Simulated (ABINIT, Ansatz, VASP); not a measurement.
One structure in several programs: CaSnF6 (Fm-3m, 8 atoms in the cell)

Self-consistent single point.

```
CaSnF6
1.0
    0.00000     4.21892     4.21892
    4.21892     0.00000     4.21892
    4.21892     4.21892     0.00000
Ca Sn F
1 1 6
Direct
  0.00000   0.00000   0.00000
  0.50000   0.50000   0.50000
  0.73394   0.73394   0.26606
  0.26606   0.26606   0.73394
  0.26606   0.73394   0.73394
  0.73394   0.26606   0.26606
  0.73394   0.26606   0.73394
  0.26606   0.73394   0.26606
```

Shared settings, as Ansatz (an electronic-structure program) writes them: kpoints.mp_grid.grid = 5 5 5; scf.occupations.method = fermi_dirac; scf.occupations.width = 0.0037 Ry. Potentials and cutoffs stand in the table.

```csv
code,model,pressure (GPa),largest force (eV/Å),gap on the mesh (eV),cutoff
ABINIT,"LDA (PW92), norm-conserving pseudopotentials (PseudoDojo nc-sr-04 LDA standard)",-2.92,0.005,5.450,42 Ha
VASP,"LDA (PZ), VASP's LDA PAW potentials (set 64)",-9.47,0.024,5.498,400 eV
Ansatz,"LDA (PW92), PAW files made with PBE",-3.58,0.079,5.485,default
```

Gaps are read on the mesh.

The spread over the programs that give each value: pressure within 6.55 GPa; largest force within 0.074 eV/Å; gap on the mesh within 0.048 eV.

Ansatz's pressure is given at a fixed set of plane waves, as the other plane-wave codes print theirs; with its correction for the finite basis it is -3.16 GPa (the shift of 0.42 GPa shows how far the cutoff is from converged). The same LDA comes in different parametrisations, which differ slightly. In the pressure, VASP (by 5.89) lies more than 1 GPa from the median of the plane-wave programs. In the force vectors, Ansatz (by 0.084) lies more than 0.08 eV/Å from the median of the plane-wave programs.

VASP's run is marked for a possible Pulay error in its stress at this cutoff; no cutoff test was made.

The starting cell comes from a database of computed structures (which also holds hypothetical and non-ambient phases and stackings), without a prior relaxation at this level.

Left out of this page: Quantum ESPRESSO, CP2K, FLEUR and SIESTA (not drawn, or without a comparable value).

Keys are those of Ansatz 0.2.
